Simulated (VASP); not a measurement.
Input for VASP

**INCAR**
```
# general
SYSTEM = Ca
PREC   = Accurate
ENCUT  = 300   # plane-wave cut-off (eV)
LREAL  = F   # projection in real space or not
LASPH  = T

# electronic loop
EDIFF  = 1E-6
NELM   = 100
ALGO   = Normal   # blocked Davidson

# smearing
ISMEAR = 0
SIGMA  = 0.2

# functional
GGA    = PE

# ions
ISIF   = 2   # forces and stress, cell fixed

# output
LWAVE  = F
LCHARG = F
```

### POSCAR
```
Ca
1
    0.0000000000     2.7900000000     2.7900000000
    2.7900000000     0.0000000000     2.7900000000
    2.7900000000     2.7900000000     0.0000000000
Ca
1
Direct
  0.0000000000   0.0000000000   0.0000000000
```

File KPOINTS:
```
kpoints
0
gamma
 8 8 8
```

POTCAR, in this order: Ca_sv (PBE.64 set). Program: vasp_std.

Write an equivalent input for Ansatz.

One equivalent input (not run):
Ansatz 0.2 input:
```yaml
crystal:
  lattice:
    - [0.0000000, 2.7900000, 2.7900000]
    - [2.7900000, 0.0000000, 2.7900000]
    - [2.7900000, 2.7900000, 0.0000000]
  atoms:
    - { symbol: Ca, position: [0.0000000, 0.0000000, 0.0000000] }
kpoints:
  mp_grid: { grid: [8, 8, 8] }
hamiltonian:
  xc: pbe
  pseudopotentials: { kind: paw }
scf:
  occupations: { method: gaussian, width: 0.2 }
  max_iter: 100
output: { forces: true, stress: true, eigenvalues: true }
```
Limits of the translation: each code has its own PAW files, so the cut-off isn't converted (ENCUT is set for VASP's; basis.ecutwfc is left out, and Ansatz then takes the one that its files recommend); Ansatz stops its SCF on the density residual and VASP on the energy change (EDIFF).

The structure is a typed Ca crystal (Fm-3m). The cell was not relaxed at this level.
